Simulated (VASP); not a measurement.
HfBBr2, 4 atoms in the cell. The typed cell holds 4 atoms: a = 4.843 Å, b = 4.843 Å, c = 4.627 Å, α = 90.00°, β = 90.00°, γ = 120.00°. The cell was built by a generator and needn't be a form met in nature. The cell isn't the ideal one: atoms moved at random, drawn with an rms of 0.05 Å.

| Property | Result |
| --- | --- |
| Program | VASP 6.6.1 |
| Task | single point |
| Functional | PBE |
| Potentials or basis | VASP PAW PBE potentials, release 64 (Hf_pv, B, Br) |
| Cutoff | 520 eV |
| k mesh | 6 × 6 × 6 |
| Occupations | fermi-dirac, width 0.05 eV |
| Spin | no spin polarisation |
| Further INCAR settings | ALGO = Normal; EDIFF = 1e-07; NBANDS = 22 |

Potentials or basis: VASP PAW PBE potentials, release 64 (Hf_pv, B, Br).

Launch:

```sh
$ cat potpaw_PBE.64/Hf_pv/POTCAR potpaw_PBE.64/B/POTCAR potpaw_PBE.64/Br/POTCAR > POTCAR
$ mpirun -np 1 vasp_std > vasp.out
```

Hardware: 1 thread of Intel(R) Xeon(R) Platinum 8488C (Sapphire Rapids), with other jobs on the host.

Question: How long does it take, and how much memory?

Answer: Wall time 2.5 min on 1 thread of Intel(R) Xeon(R) Platinum 8488C (Sapphire Rapids), on a shared host, peak memory 0.37 GiB. Counts: scf iterations 16, k points 112.
